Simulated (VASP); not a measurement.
# HfO2: energy against strain

HfO2 (fluorite, Fm-3m, 10.305 Å³/atom and stress up to 0.30 GPa in the relaxed cell, cube axes along x, y and z) under a strain ε along a cube axis (axis z), the other axes held. LDA in VASP (plane waves, PAW), 600 eV, 10×10×10 Γ-centred mesh, Gaussian smearing 0.05 eV; ions are relaxed, or left where forces stay under 0.02 eV/Å, within the symmetry of each cell. Against the start cell, which lies near the measured one, the relaxed cell differs by -5.7 % in volume; the values below rest on it.

Here s stands for strain and y for E less E0.

```
strain (%)  E less E0 (meV/atom)
----------  --------------------
-3.00                          ?
-1.50                       4.85
-1.00                       2.20
-0.50                       0.59
0.00                        0.00
0.50                        0.45
1.00                        1.87
1.50                        4.26
```

Task: Fit y against s with a parabola, and predict the withheld value at s = -3.00.

Result: Least squares gives y = 0.011 - 0.1836·s + 2.0205·s². Residuals (row less fit): 0.017, -0.015, -0.018, -0.011, 0.026, 0.022, -0.022; standard error 0.025 (degrees of freedom: 4). Twice the quadratic coefficient over the volume, 2 × 2.0205 meV × 10⁴ × 0.1602 / 10.305 Å³, is the elastic constant C11 = 628 ± 3 GPa (± standard error of the fit, which holds the terms cut off). At the withheld row, y = 0.011 - 0.1836 × (-3.0) + 2.0205 × (-3.0)² = 18.746 meV/atom. The calculation gives 19.35 meV/atom, 0.604 meV/atom above the prediction (3.1 % of the range of y in the table). The row lies outside the fitted rows, so this is an extrapolation. From the scatter of the fitted rows alone, a prediction at this place has a standard error of 0.097 meV/atom, so the miss is 6.2 times that.

A polynomial of degree 3 through the 12 other runs of the series gives 19.34 there, so most of the miss is curvature that the fit leaves out. The primitive cell can neither tilt nor turn polar against its symmetry, as such crystals can under strain. HfO2 is here the high-temperature cubic form, which is unstable at 0 K; the monoclinic form is the stable one. Rows are the converged runs of the series near zero and its far end; series whose fitted rows scatter by over a few per cent of the range, as at a crossing or softening among them, aren't shown in this form, nor equations of state whose B0' disagrees with the runs' pressures. Most that stay on the fit to the last digits aren't either.
